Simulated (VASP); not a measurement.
All values below come from PBE GGA with D4 dispersion, VASP's PBE PAW potentials (set 64) (plane waves; VASP).

Input for VASP

### KPOINTS
```
K-points
0
gamma
10 10 10
```

**INCAR**
```
SYSTEM = MgO
PREC = Accurate
ENCUT = 520
EDIFF = 1E-6
NELM = 100
ALGO = Normal
LREAL = .FALSE.
LASPH = .TRUE.
ISMEAR = 0
SIGMA = 0.05
GGA = PE
IVDW = 13
LWAVE = .FALSE.
LCHARG = .FALSE.
IBRION = 2
ISIF = 3
NSW = 60
EDIFFG = -0.01
```

POSCAR:
```
MgO
1.0
  0.0000000000   2.1050000000   2.1050000000
  2.1050000000   0.0000000000   2.1050000000
  2.1050000000   2.1050000000   0.0000000000
Mg O
1 1
Cartesian
  0.0000000000   0.0000000000   0.0000000000
  2.1050000000   2.1050000000   2.1050000000
```

POTCAR, in this order: Mg O (PBE.64 set). Program: vasp_std.

The resulting files:

**OUTCAR**
```
 ion  position               nearest neighbor table
   1  0.000  0.000  0.000-   2 2.10   2 2.10   2 2.10   2 2.10   2 2.10   2 2.10
   2  0.500  0.500  0.500-   1 2.10   1 2.10   1 2.10   1 2.10   1 2.10   1 2.10
  LATTYP: Found a face centered cubic cell.
 ALAT       =     4.2100000000
 Subroutine PRICEL returns:
 Original cell was already a primitive cell.
 Subroutine GETGRP returns: Found 48 space group operations
The static configuration has the point symmetry O_h .
The dynamic configuration has the point symmetry O_h .
 Subroutine INISYM returns: Found 48 space group operations
 Subroutine IBZKPT returns following result:
 Found     47 irreducible k-points:

 Following reciprocal coordinates:
            Coordinates               Weight
  0.000000  0.000000  0.000000      1.000000
  0.100000  0.000000  0.000000      8.000000
  0.200000  0.000000  0.000000      8.000000
  0.300000  0.000000  0.000000      8.000000
  0.400000  0.000000  0.000000      8.000000
  0.500000  0.000000  0.000000      4.000000
  0.100000  0.100000  0.000000      6.000000
  0.200000  0.100000  0.000000     24.000000
  0.300000  0.100000  0.000000     24.000000
  0.400000  0.100000  0.000000     24.000000
  0.500000  0.100000  0.000000     24.000000
 -0.400000  0.100000  0.000000     24.000000
 -0.300000  0.100000  0.000000     24.000000
 -0.200000  0.100000  0.000000     24.000000
 -0.100000  0.100000  0.000000     12.000000
  0.200000  0.200000  0.000000      6.000000
  0.300000  0.200000  0.000000     24.000000
  0.400000  0.200000  0.000000     24.000000
  0.500000  0.200000  0.000000     24.000000
 -0.400000  0.200000  0.000000     24.000000
 -0.300000  0.200000  0.000000     24.000000
 -0.200000  0.200000  0.000000     12.000000
  0.300000  0.300000  0.000000      6.000000
  0.400000  0.300000  0.000000     24.000000
...
```

File OSZICAR:
```
       N       E                     dE             d eps       ncg     rms          rms(c)
DAV:   1     0.117043588661E+02    0.11704E+02   -0.47855E+03   880   0.880E+02
DAV:   2    -0.131021466123E+02   -0.24807E+02   -0.23967E+02   864   0.139E+02
DAV:   3    -0.134649045829E+02   -0.36276E+00   -0.36276E+00  1024   0.185E+01
DAV:   4    -0.134654612214E+02   -0.55664E-03   -0.55664E-03   952   0.629E-01
DAV:   5    -0.134654615826E+02   -0.36118E-06   -0.36118E-06  1040   0.132E-02    0.722E+00
DAV:   6    -0.119242123076E+02    0.15412E+01   -0.10049E+01   752   0.224E+01    0.227E+00
DAV:   7    -0.119100892661E+02    0.14123E-01   -0.43316E-02   792   0.256E+00    0.132E+00
DAV:   8    -0.119047995946E+02    0.52897E-02   -0.24159E-02   760   0.237E+00    0.154E-01
DAV:   9    -0.119047131955E+02    0.86399E-04   -0.39271E-04  1056   0.176E-01    0.733E-02
DAV:  10    -0.119048197146E+02   -0.10652E-03   -0.13206E-04   784   0.123E-01    0.536E-03
DAV:  11    -0.119048198846E+02   -0.17006E-06   -0.67269E-07   984   0.814E-03
   1 F= -.12236811E+02 E0= -.12236811E+02  d E =-.122368E+02
       N       E                     dE             d eps       ncg     rms          rms(c)
DAV:   1    -0.119122292333E+02   -0.74095E-02   -0.85450E-02   752   0.298E+00    0.473E-01
DAV:   2    -0.119083526562E+02    0.38766E-02   -0.27792E-02   768   0.123E+00    0.451E-02
DAV:   3    -0.119083197819E+02    0.32874E-04   -0.21200E-04   840   0.179E-01    0.282E-02
DAV:   4    -0.119083004773E+02    0.19305E-04   -0.20227E-05   808   0.497E-02    0.601E-03
DAV:   5    -0.119082997706E+02    0.70673E-06   -0.22121E-06   440   0.116E-02
   2 F= -.12237172E+02 E0= -.12237172E+02  d E =-.361750E-03
       N       E                     dE             d eps       ncg     rms          rms(c)
DAV:   1    -0.119078359430E+02    0.46453E-03   -0.43117E-03   768   0.674E-01    0.106E-01
DAV:   2    -0.119076410270E+02    0.19492E-03   -0.14075E-03   752   0.276E-01    0.103E-02
DAV:   3    -0.119076384361E+02    0.25909E-05   -0.10875E-05   848   0.405E-02    0.644E-03
DAV:   4    -0.119076377565E+02    0.67961E-06   -0.10232E-06   400   0.112E-02
   3 F= -.12237209E+02 E0= -.12237209E+02  d E =-.397985E-03
```

File OUTCAR:
```
------------------------ aborting loop because EDIFF is reached ----------------------------------------
  Edisp (eV):   -0.32957
  FORCE on cell =-STRESS in cart. coord.  units (eV):
  Direction    XX          YY          ZZ          XY          YZ          ZX
  --------------------------------------------------------------------------------------
  Total      -0.00312    -0.00312    -0.00312    -0.00000     0.00000     0.00000
  in kB      -0.26590    -0.26590    -0.26590    -0.00000     0.00000     0.00000
  external pressure =       -0.27 kB  Pullay stress =        0.00 kB
  volume of cell :       18.78
      direct lattice vectors                 reciprocal lattice vectors
     0.000000000  2.109642585  2.109642585    -0.237006972  0.237006972  0.237006972
     2.109642585  0.000000000  2.109642585     0.237006972 -0.237006972  0.237006972
     2.109642585  2.109642585 -0.000000000     0.237006972  0.237006972 -0.237006972
  FREE ENERGIE OF THE ION-ELECTRON SYSTEM (eV)
  ---------------------------------------------------
  free  energy   TOTEN  =       -12.2372085898 eV

  energy  without entropy=      -12.2372085898  energy(sigma->0) =      -12.23720859

 reached required accuracy - stopping structural energy minimisation
```
(Selected blocks of OUTCAR.)

CONTCAR:
```
MgO
   1.00000000000000
     0.0000000000000000    2.1096425845166853    2.1096425845166853
     2.1096425845166853    0.0000000000000000    2.1096425845166853
     2.1096425845166853    2.1096425845166853   -0.0000000000000000
  Mg              O
     1     1
Direct
     0.0000000000000000    0.0000000000000000    0.0000000000000000
     0.5000000000000000    0.5000000000000000    0.5000000000000000
```

The compound is MgO in the rock salt structure. This run relaxes it. Symmetry was kept, so distortions that lower it aren't found.
